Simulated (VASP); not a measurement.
Here is the system:

```
CELL_PARAMETERS angstrom
      1.69250    -5.62775     0.00000
      1.69250     5.62775     0.00000
      0.00000     0.00000     4.61453
ATOMIC_POSITIONS crystal
  P  0.09620 0.90380 0.91463
  P  0.40380 0.59620 0.41463
  P  0.59620 0.40380 0.58537
  P  0.90380 0.09620 0.08537
```

Method: PW91 GGA, VASP's PBE PAW potentials (set 64) (plane waves; VASP). Settings: 520 eV cut-off, 7×7×5 Γ-centred mesh, Gaussian smearing of 0.050 eV, potentials P.

Without a dispersion term in the relaxation, distances and binding between the weakly bound layers, chains or molecules are unreliable, and so is what depends on them.

Q: The ions and cell shape at fixed volume are relaxed. Predict the relaxed structure.

A: 
```
CELL_PARAMETERS angstrom
      1.65768    -5.76635     0.00000
      1.65768     5.76635     0.00000
      0.00000     0.00000     4.59822
ATOMIC_POSITIONS crystal
  P  0.09157 0.90843 0.91194
  P  0.40843 0.59157 0.41194
  P  0.59157 0.40843 0.58806
  P  0.90843 0.09157 0.08806
```
Space group Cmce (64), at a tolerance of 0.03 Å.

Q: How much energy does the relaxation gain?

A: The energy (σ→0) changes by -13.6 meV/atom, in 12 ionic steps.

The compound is P in the black structure. This cell is one point of a volume scan, at 1.06 of the reference volume. Symmetry was kept, so distortions that lower it aren't found.
